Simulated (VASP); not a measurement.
## LiCe3: equation of state with PBE

The system is LiCe3.

```
CELL_PARAMETERS angstrom
4.73787 0.00000 0.00000
0.00000 4.73787 0.00000
0.00000 0.00000 4.73787
ATOMIC_POSITIONS crystal
Ce 0.50000 0.00000 0.50000
Ce 0.00000 0.50000 0.50000
Ce 0.50000 0.50000 0.00000
Li 0.00000 0.00000 0.00000
```

The cell comes from a database or a generator and needn't be the stable form of this composition.

```json
{
 "Program": "VASP 6.6.1",
 "Task": "equation of state",
 "Functional": "PBE",
 "Potentials or basis": "VASP PAW PBE potentials, release 64 (Ce, Li_sv)",
 "Cutoff": "520 eV",
 "k mesh": "6 × 6 × 6",
 "Occupations": "fermi-dirac, width 0.05 eV",
 "Spin": "collinear spin, ferromagnetic start",
 "Starting moments": "[1.0, 1.0, 1.0, 0.0] μB"
}
```

| Quantity | Value |
| --- | --- |
| Equilibrium volume | 26.74 Å³/atom |
| Bulk modulus | 20 GPa |
| Pressure derivative of the bulk modulus | 3.5 |

Energy against volume, from the lowest point:
```
volume (Å³/atom)  energy (meV/atom)
          24.993               7.87
          25.525               3.66
          26.056               1.07
          26.588               0.00
          27.120               0.29
          27.652               1.81
          28.184               4.50
```

All runs of the series together: 31 min on 1 thread of Intel(R) Xeon(R) Platinum 8488C (Sapphire Rapids), with other jobs on the host.

Caveat: the cutoff is under 1.25 times the usual one of these potentials, so pressure, stress and relaxed cells hold a basis-set (Pulay) error; the magnetic or orbital state may not be the lowest; without U or exact exchange the open f shell lies at the Fermi level, which spoils levels, moments and volumes. The state reached can hang on the start; a lower one may exist.
